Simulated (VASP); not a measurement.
VASP runs on BRh (a trial cell in the NbAs structure, space group I4_1md) share one base input (PBE GGA, plane waves, VASP's PBE PAW potentials (set 64)) and change the settings named in each case.

POSCAR:
```
BRh
1.0
 -1.3832360000   1.3832360000   4.6829550000
  1.3832360000  -1.3832360000   4.6829550000
  1.3832360000   1.3832360000  -4.6829550000
Rh B
2 2
Cartesian
  0.0000000000  -0.0000000000   7.0244325000
  0.0000000000   1.3832360000   0.0000000000
 -0.0000000000   0.0000000000   1.5547410600
 -0.0000000000   1.3832360000   3.8962185600
```

KPOINTS:
```
Automatic mesh
0
Gamma
14 14 14
0 0 0
```

INCAR:
```
SYSTEM = BRh
PREC = Accurate
ENCUT = 520
EDIFF = 1E-6
NELM = 100
ALGO = Normal
LREAL = .FALSE.
LASPH = .TRUE.
ISMEAR = 1
SIGMA = 0.1
GGA = PE
LMAXMIX = 4
LWAVE = .FALSE.
LCHARG = .FALSE.
ISIF = 2
```

POTCAR, in this order: Rh_pv B (PBE.64 set). Program: vasp_std.

```tsv
change	E(σ→0) (eV/atom)	pressure (GPa)	largest force (eV/Å)
base run	-7.0162	56.67	0.014
GGA = RP	-6.4963	(withheld)	(withheld)
IVDW = 12	-7.5130	47.59	0.013
GGA = AM	-7.5969	(withheld)	(withheld)
```

Problem. Fill in the missing entries.

Solution. 
- GGA = RP, pressure (GPa): 61.65
- GGA = RP, largest force (eV/Å): 0.006
- GGA = AM, pressure (GPa): 44.63
- GGA = AM, largest force (eV/Å): 0.018

Energies of different potentials or functionals have different zeros.

Left out are runs that ran out of time, are held back, or changed the cell or the kind of run, fixed moments of cells without a moment, rows past the twelfth, gaps on odd meshes, pressures of charged cells and columns that move by less than the noise.

The structure was generated: BRh was put into the NbAs type (I4_1md), which need not be its known phase. The cell was not relaxed at this level.
